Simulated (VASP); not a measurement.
Output of a VASP run:

**OSZICAR**
```
       N       E                     dE             d eps       ncg     rms          rms(c)
DAV:   1     0.398697732508E+03    0.39870E+03   -0.22808E+04  1680   0.169E+03
DAV:   2    -0.731404795397E+02   -0.47184E+03   -0.46824E+03  2192   0.485E+02
DAV:   3    -0.103312309441E+03   -0.30172E+02   -0.28740E+02  2376   0.124E+02
DAV:   4    -0.104994650519E+03   -0.16823E+01   -0.14689E+01  2184   0.210E+01
DAV:   5    -0.105075911143E+03   -0.81261E-01   -0.80634E-01  2040   0.328E+00    0.556E+01
DAV:   6    -0.580672709636E+02    0.47009E+02   -0.43251E+02  2088   0.115E+02    0.320E+01
DAV:   7    -0.547088069883E+02    0.33585E+01   -0.15977E+02  2152   0.101E+02    0.244E+01
DAV:   8    -0.543313677438E+02    0.37744E+00   -0.59100E+00  2016   0.189E+01    0.234E+01
DAV:   9    -0.545389419999E+02   -0.20757E+00   -0.20354E-01  2368   0.344E+00    0.248E+01
DAV:  10    -0.523115324392E+02    0.22274E+01   -0.32307E+00  1896   0.128E+01    0.164E+01
DAV:  11    -0.511147886125E+02    0.11967E+01   -0.70741E+00  2112   0.224E+01    0.994E+00
DAV:  12    -0.511748096030E+02   -0.60021E-01   -0.31737E-01  2352   0.485E+00    0.963E+00
DAV:  13    -0.514717680615E+02   -0.29696E+00   -0.34082E-01  2344   0.370E+00    0.527E+00
DAV:  14    -0.513505458191E+02    0.12122E+00   -0.50077E-01  2232   0.557E+00    0.336E+00
DAV:  15    -0.513909421389E+02   -0.40396E-01   -0.56401E-02  1824   0.279E+00    0.313E+00
DAV:  16    -0.513812514025E+02    0.96907E-02   -0.57080E-02  2008   0.222E+00    0.222E+00
DAV:  17    -0.513832825556E+02   -0.20312E-02   -0.57660E-03  2032   0.738E-01    0.190E+00
DAV:  18    -0.513828250042E+02    0.45755E-03   -0.14288E-03  2648   0.279E-01    0.126E+00
DAV:  19    -0.513826172247E+02    0.20778E-03   -0.62162E-04  2064   0.228E-01    0.759E-01
DAV:  20    -0.513823588171E+02    0.25841E-03   -0.97332E-04  2512   0.241E-01    0.266E-01
DAV:  21    -0.513821077400E+02    0.25108E-03   -0.34037E-04  1864   0.148E-01    0.758E-02
DAV:  22    -0.513820991232E+02    0.86168E-05   -0.88474E-05  2696   0.783E-02    0.411E-02
DAV:  23    -0.513820538875E+02    0.45236E-04   -0.34958E-05  1768   0.410E-02    0.373E-02
DAV:  24    -0.513820568610E+02   -0.29734E-05   -0.24424E-06  1816   0.178E-02    0.249E-02
DAV:  25    -0.513820598683E+02   -0.30073E-05   -0.16738E-06  2168   0.129E-02    0.466E-03
DAV:  26    -0.513820584994E+02    0.13689E-05   -0.67197E-07  2008   0.894E-03    0.580E-03
DAV:  27    -0.513820597098E+02   -0.12104E-05   -0.29301E-07  1744   0.447E-03    0.349E-03
DAV:  28    -0.513820602026E+02   -0.49285E-06   -0.12397E-07   976   0.276E-03    0.214E-03
DAV:  29    -0.513820606410E+02   -0.43834E-06   -0.18612E-08   864   0.137E-03    0.685E-04
DAV:  30    -0.513820606971E+02   -0.56075E-07   -0.67508E-09   864   0.571E-04
   1 F= -.51382061E+02 E0= -.51382061E+02  d E =0.000000E+00
       N       E                     dE             ncg
       N       E                     dE             ncg
```

**OUTCAR**
```
------------------------ aborting loop because EDIFF is reached ----------------------------------------
  FORCE on cell =-STRESS in cart. coord.  units (eV):
  Direction    XX          YY          ZZ          XY          YZ          ZX
  --------------------------------------------------------------------------------------
  Total       -0.0338581     -0.0338581     -0.0338581     -0.0000000     -0.0000000      0.0000000
  in kB       -0.9609583     -0.9609583     -0.9609583     -0.0000000     -0.0000000      0.0000000
  external PRESSURE =      -0.9609583 kB  Pullay stress =       0.0000000 kB
  volume of cell :       56.45
      direct lattice vectors                 reciprocal lattice vectors
     3.836098324  0.000000000  0.000000000     0.260681535  0.000000000  0.000000000
     0.000000000  3.836098324  0.000000000     0.000000000  0.260681535  0.000000000
     0.000000000  0.000000000  3.836098324     0.000000000  0.000000000  0.260681535
 POSITION                                       TOTAL-FORCE (eV/Angst)
 -----------------------------------------------------------------------------------
      0.00000      0.00000      0.00000         0.000000      0.000000      0.000000
      1.91805      1.91805      1.91805         0.000000      0.000000      0.000000
      1.91805      0.00000      1.91805         0.000000      0.000000      0.000000
      0.00000      1.91805      1.91805         0.000000      0.000000      0.000000
      1.91805      1.91805      0.00000         0.000000      0.000000      0.000000
 -----------------------------------------------------------------------------------
    total drift:                                0.000000      0.000000     -0.000000
  FREE ENERGIE OF THE ION-ELECTRON SYSTEM (eV)
  ---------------------------------------------------
  free  energy   TOTEN  =       -51.3820606971 eV

  energy  without entropy=      -51.3820606971  energy(sigma->0) =      -51.38206070

 total charge

# of ion       s       p       d       tot
------------------------------------------
    1        2.007   5.889   0.204   8.100
    2        2.281   6.345   2.903  11.529
    3        1.592   3.506   0.000   5.098
    4        1.592   3.506   0.000   5.098
    5        1.592   3.506   0.000   5.098
--------------------------------------------------
tot          9.064  22.752   3.108  34.924

 Electric field gradients after diagonalization (V/A^2)
 (convention: |V_zz| > |V_xx| > |V_yy|)
----------------------------------------------------------------------
 ion       V_xx      V_yy      V_zz     asymmetry (V_yy - V_xx)/ V_zz
----------------------------------------------------------------------
   1      -0.000    -0.000    -0.000      -0.066
   2       0.000    -0.000     0.000      -1.022
   3     -13.681   -13.681    27.363       0.000
   4     -13.681   -13.681    27.363       0.000
   5     -13.681   -13.681    27.363       0.000
```
(Selected blocks of OUTCAR.)

**POSCAR**
```
SrVO3
1
    3.8360983242    -0.0000000000     0.0000000000
    0.0000000000     3.8360983242    -0.0000000000
    0.0000000000    -0.0000000000     3.8360983242
Sr V O
1 1 3
Direct
  0.0000000000   0.0000000000   0.0000000000
  0.5000000000   0.5000000000   0.5000000000
  0.5000000000   0.0000000000   0.5000000000
  0.0000000000   0.5000000000   0.5000000000
  0.5000000000   0.5000000000   0.0000000000
```

### Question
Write an INCAR and KPOINTS that could have produced this output.

### Answer
One answer among several that fit: the input of the run itself, MS2 meta-GGA, plane waves, VASP's PBE PAW potentials (set 64).

**INCAR**
```
ALGO=Normal
EDIFF=1E-7
ENCUT=520
ISIF=2
ISMEAR=-5
LASPH=.True.
LCHARG=.False.
LEFG=.True.
LMAXMIX=4
LMIXTAU=.True.
LORBIT=11
LREAL=.False.
LWAVE=.False.
METAGGA=MS2
NEDOS=601
NELM=100
PREC=Accurate
SYSTEM=SrVO3
```

KPOINTS_OPT:
```
k-points along high-symmetry lines
10
Line-mode
Reciprocal
  0.000000   0.000000   0.000000 ! GAMMA
  0.000000   0.500000   0.000000 ! X

  0.000000   0.500000   0.000000 ! X
  0.500000   0.500000   0.000000 ! M

  0.500000   0.500000   0.000000 ! M
  0.000000   0.000000   0.000000 ! GAMMA

  0.000000   0.000000   0.000000 ! GAMMA
  0.500000   0.500000   0.500000 ! R

  0.500000   0.500000   0.500000 ! R
  0.000000   0.500000   0.000000 ! X

  0.500000   0.500000   0.500000 ! R
  0.500000   0.500000   0.000000 ! M
```

**KPOINTS**
```
Regular mesh
0
G
9 9 9
0 0 0
```

POTCAR, in this order: Sr_sv V_sv O (PBE.64 set). Program: vasp_std.

For a metal the tetrahedron method with Blöchl corrections gives inexact stress and forces.

The compound is SrVO3 in the cubic perovskite structure. It was relaxed first. The run is not spin-polarised, so no magnetic state was tried. The electron count is odd and the run is not spin-polarised, which forces a metal.
